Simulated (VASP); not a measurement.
An input for Quantum ESPRESSO's pw.x (written as the equivalent of a VASP run, and not itself run):

```
&CONTROL
  calculation = 'scf'
  pseudo_dir = './pseudo'
  outdir = './out'
  tprnfor = .true.
  tstress = .true.
/
&SYSTEM
  ibrav = 0
  nat = 2
  ntyp = 2
  ecutwfc = 84
  occupations = 'tetrahedra'
  input_dft = 'pw91'
/
&ELECTRONS
  conv_thr = 7.3e-09
  electron_maxstep = 100
/
ATOMIC_SPECIES
  Zn 65.380 Zn.upf
  S 32.060 S.upf
CELL_PARAMETERS angstrom
    -0.0000000    2.7219911    2.7219911
     2.7219911   -0.0000000    2.7219911
     2.7219911    2.7219911   -0.0000000
ATOMIC_POSITIONS crystal
  Zn   0.0000000  0.0000000  0.0000000
  S    0.2500000  0.2500000  0.2500000
K_POINTS automatic
  9 9 9 0 0 0
```

Write the VASP files for the same calculation (PW91).

Several could match; the one computed here: 
**INCAR**
```
ALGO = Normal
EDIFF = 1E-7
ENCUT = 520
GGA = 91
ISIF = 2
ISMEAR = -5
LASPH = .True.
LCHARG = .True.
LMAXMIX = 4
LORBIT = 11
LREAL = .False.
LWAVE = .False.
NEDOS = 601
NELM = 100
PREC = Accurate
SYSTEM = ZnS
```

File POSCAR:
```
ZnS
2.7219910
  0.0000000000   1.0000000291   1.0000000291
  1.0000000291   0.0000000000   1.0000000291
  1.0000000291   1.0000000291   0.0000000000
Zn S
1 1
Cart
  0.0000000000   0.0000000000   0.0000000000
  0.5000000145   0.5000000145   0.5000000145
```

File KPOINTS:
```
K-points
0
G
 9 9 9
```

POTCAR, in this order: Zn S (PBE.64 set). Program: vasp_std.

What does not carry over: the potentials are each code's own (VASP's PAW set, PseudoDojo norm-conserving files in pw.x), so ENCUT and ecutwfc are chosen apart and not converted; conv_thr bounds pw.x's estimated SCF error, while EDIFF bounds the energy change between steps.

The compound is ZnS in the zinc blende structure. It was relaxed first.
